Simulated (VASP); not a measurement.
Input for VASP

KPOINTS:
```
kpoints
0
G
  9 9 9
```

**INCAR**
```
ALGO = Normal
EDIFF = 1E-6
EDIFFG = -0.02
ENCUT = 500
GGA = PS
IBRION = 2
ISIF = 3
ISMEAR = 0
LASPH = .TRUE.
LCHARG = .FALSE.
LMAXMIX = 4
LREAL = .FALSE.
LWAVE = .FALSE.
NELM = 100
NSW = 40
PREC = Accurate
SIGMA = 0.05
SYSTEM = ZnS
```

### POSCAR
```
ZnS
1
    0.0000000000     2.6785445708     2.6785445708
    2.6785445708    -0.0000000000     2.6785445708
    2.6785445708     2.6785445708     0.0000000000
Zn S
1 1
Direct
  0.0000000000   0.0000000000   0.0000000000
  0.2500000000   0.2500000000   0.2500000000
```

POTCAR, in this order: Zn S (PBE.64 set). Program: vasp_std.

Task: Write an equivalent input for Ansatz.

Result: One equivalent input (not run):
Ansatz 0.2 input:
```yaml
crystal:
  lattice:
    - [0.0000000, 2.6785446, 2.6785446]
    - [2.6785446, 0.0000000, 2.6785446]
    - [2.6785446, 2.6785446, 0.0000000]
  atoms:
    - { symbol: Zn, position: [0.0000000, 0.0000000, 0.0000000] }
    - { symbol: S, position: [0.2500000, 0.2500000, 0.2500000] }
kpoints:
  mp_grid: { grid: [9, 9, 9] }
hamiltonian:
  xc: pbesol
  pseudopotentials: { kind: paw }
scf:
  occupations: { method: gaussian, width: 0.05 }
  max_iter: 100
relax:
  max_steps: 40
  f_tol: 0.02
  cell: {}
output: { forces: true, stress: true, eigenvalues: true }
```
What does not carry over: each code has its own PAW files, so the cut-off isn't converted (ENCUT is set for VASP's; basis.ecutwfc is left out, and Ansatz then takes the one that its files recommend); Ansatz stops its SCF on the density residual and VASP on the energy change (EDIFF).

The structure was generated: ZnS was put into the zinc blende type (F-43m), which need not be its known phase. This run relaxes it. Symmetry was kept, so distortions that lower it aren't found.
